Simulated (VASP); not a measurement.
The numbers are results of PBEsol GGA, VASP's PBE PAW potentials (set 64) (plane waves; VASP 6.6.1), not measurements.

The input files of a VASP run:

**INCAR**
```
SYSTEM = SnO
PREC = Accurate
ENCUT = 620
EDIFF = 1E-6
NELM = 100
ALGO = Normal
LREAL = .FALSE.
LASPH = .TRUE.
ISMEAR = 1
SIGMA = 0.1
GGA = PS
LMAXMIX = 4
LWAVE = .FALSE.
LCHARG = .FALSE.
IBRION = 2
ISIF = 3
NSW = 40
EDIFFG = -0.02
```

**KPOINTS**
```
Automatic mesh
0
Gamma
12 12 12
0 0 0
```

**POSCAR**
```
SnO
1
    0.0000000000     2.6891547114     2.6891547114
    2.6891547114     0.0000000000     2.6891547114
    2.6891547114     2.6891547114     0.0000000000
Sn O
1 1
Direct
  0.0000000000   0.0000000000   0.0000000000
  0.2500000000   0.2500000000   0.2500000000
```

POTCAR, in this order: Sn_d O (PBE.64 set). Program: vasp_std.

The run wrote:

### OSZICAR
```
       N       E                     dE             d eps       ncg     rms          rms(c)
DAV:   1     0.166529772583E+03    0.16653E+03   -0.11809E+04  2016   0.224E+03
DAV:   2     0.558323650796E+01   -0.16095E+03   -0.15591E+03  2184   0.476E+02
DAV:   3    -0.125192180253E+02   -0.18102E+02   -0.17833E+02  2400   0.135E+02
DAV:   4    -0.129695323365E+02   -0.45031E+00   -0.45005E+00  2202   0.244E+01
DAV:   5    -0.129825365641E+02   -0.13004E-01   -0.13004E-01  2752   0.406E+00    0.800E+00
DAV:   6    -0.113896153809E+02    0.15929E+01   -0.13222E+01  2954   0.492E+01    0.501E+00
DAV:   7    -0.111442447874E+02    0.24537E+00   -0.22529E+00  2304   0.100E+01    0.138E+00
DAV:   8    -0.111169646262E+02    0.27280E-01   -0.13838E-01  2058   0.344E+00    0.308E-01
DAV:   9    -0.111158760371E+02    0.10886E-02   -0.98552E-03  2936   0.942E-01    0.123E-01
DAV:  10    -0.111161282930E+02   -0.25226E-03   -0.25001E-03  2250   0.510E-01    0.712E-02
DAV:  11    -0.111160026393E+02    0.12565E-03   -0.84388E-04  2896   0.248E-01    0.122E-02
DAV:  12    -0.111160040476E+02   -0.14083E-05   -0.48281E-05  2076   0.585E-02    0.746E-03
DAV:  13    -0.111160039419E+02    0.10565E-06   -0.23509E-06  2286   0.128E-02
   1 F= -.11116004E+02 E0= -.11115931E+02  d E =-.111160E+02
```

OUTCAR:
```
------------------------ aborting loop because EDIFF is reached ----------------------------------------
  FORCE on cell =-STRESS in cart. coord.  units (eV):
  Direction    XX          YY          ZZ          XY          YZ          ZX
  --------------------------------------------------------------------------------------
  Total       -0.0097274     -0.0097274     -0.0097274      0.0000000      0.0000000      0.0000000
  in kB       -0.4007100     -0.4007100     -0.4007100      0.0000000      0.0000000      0.0000000
  external PRESSURE =      -0.4007100 kB  Pullay stress =       0.0000000 kB
  volume of cell :       38.89
      direct lattice vectors                 reciprocal lattice vectors
     0.000000000  2.689154711  2.689154711    -0.185932032  0.185932032  0.185932032
     2.689154711  0.000000000  2.689154711     0.185932032 -0.185932032  0.185932032
     2.689154711  2.689154711  0.000000000     0.185932032  0.185932032 -0.185932032
 POSITION                                       TOTAL-FORCE (eV/Angst)
 -----------------------------------------------------------------------------------
      0.00000      0.00000      0.00000         0.000000      0.000000      0.000000
      1.34458      1.34458      1.34458        -0.000000     -0.000000     -0.000000
 -----------------------------------------------------------------------------------
    total drift:                               -0.000000     -0.000000     -0.000000
  FREE ENERGIE OF THE ION-ELECTRON SYSTEM (eV)
  ---------------------------------------------------
  free  energy   TOTEN  =       -11.1160039419 eV

  energy  without entropy=      -11.1157847531  energy(sigma->0) =      -11.11593088

 reached required accuracy - stopping structural energy minimisation
```
(Selected blocks of OUTCAR.)

The structure was generated: SnO was put into the zinc blende type (F-43m), which need not be its known phase. It was relaxed first, which changed the volume by +47 %.
